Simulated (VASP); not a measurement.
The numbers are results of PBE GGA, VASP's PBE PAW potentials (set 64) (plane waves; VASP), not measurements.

The input files of a VASP run:

### KPOINTS
```
Automatic mesh
0
Gamma
7 7 1
0 0 0
```

### INCAR
```
! general
SYSTEM = Si(100) slab
PREC   = Normal
ENCUT  = 400   ! plane-wave cut-off (eV)
LREAL  = .FALSE.
LASPH  = .TRUE.   ! aspherical one-centre terms

! electronic loop
EDIFF  = 1E-5   ! SCF stop (eV)
NELM   = 100   ! most electronic steps
NELMIN = 4
ALGO   = Normal   ! blocked Davidson

! smearing
ISMEAR = 1
SIGMA  = 0.1

! functional
GGA    = PE

! ions
IBRION = 2
NSW    = 50   ! most ionic steps
ISIF   = 2
EDIFFG = -0.03   ! ionic stop

! output
LWAVE  = .TRUE.
LCHARG = .FALSE.

! other
LDIPOL = .TRUE.
IDIPOL = 3
DIPOL  = 0.5 0.5 0.5
```

**POSCAR**
```
Si(100) slab
1.0
  3.8668412087   0.0000000000   0.0000000000
  0.0000000000   3.8668412087   0.0000000000
  0.0000000000   0.0000000000  31.5092978337
Si
12
Direct
  0.2500000000   0.5000000000   0.2613640000
  0.2500000000   0.0000000000   0.3047530000
  0.7500000000   0.0000000000   0.3481410000
  0.7500000000   0.5000000000   0.3915290000
  0.2500000000   0.5000000000   0.4349180000
  0.2500000000   0.0000000000   0.4783060000
  0.7500000000   0.0000000000   0.5216940000
  0.7500000000   0.5000000000   0.5650820000
  0.2500000000   0.5000000000   0.6084710000
  0.2500000000   0.0000000000   0.6518590000
  0.7500000000   0.0000000000   0.6952470000
  0.7500000000   0.5000000000   0.7386360000
```

POTCAR, in this order: Si (PBE.64 set). Program: vasp_std.

Question: What will the output report for the number of irreducible k-points (NKPTS), largest plane-wave count, number of space-group operations, FFT grid (NGX, NGY, NGZ)?

Answer: 
| Property | Result |
|---|---|
| number of irreducible k-points (NKPTS) | 16 |
| largest plane-wave count | 8606 |
| number of space-group operations | 8 |
| FFT grid (NGX, NGY, NGZ) | 20 × 20 × 160 |

The cell is a thin slab with vacuum, built from Si (diamond): (100) face.
